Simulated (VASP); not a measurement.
Data:

```
CELL_PARAMETERS angstrom
      0.00000     3.10125     3.08074
      3.11287     0.00000     3.08074
      3.11287     3.10125     0.00000
ATOMIC_POSITIONS crystal
  Ga 0.00000 0.00000 0.00000
  Sb 0.24258 0.25742 0.25742
```

The numbers are results of PBE GGA, VASP's PBE PAW potentials (set 64) (plane waves; VASP), not measurements. Run with 400 eV cut-off, 8×8×8 Γ-centred mesh, Gaussian smearing of 0.050 eV, potentials Ga_d Sb.

Gaps are read on the run's mesh, which can miss a band edge. Unless said otherwise, spin-orbit coupling is left out, though it shifts the bands of the heavy elements here.

Predict the energy per atom (σ→0), band gap (on the k-mesh) with the smallest direct gap where there is one.

The band gap (on the k-mesh) is 0.17 eV and the smallest direct gap (on the k-mesh) is 0.17 eV. The energy per atom (σ→0) is -3.678 eV/atom.

Total energies compare only between runs with the same potentials, cut-off and functional.

The compound is GaSb in the zinc blende structure. The cell was not relaxed at this level, atoms are displaced from their ideal sites. The run is one of a series of settings (KPOINTS 8×8×8 Γ-centred mesh against the base run), some of them coarse on purpose.
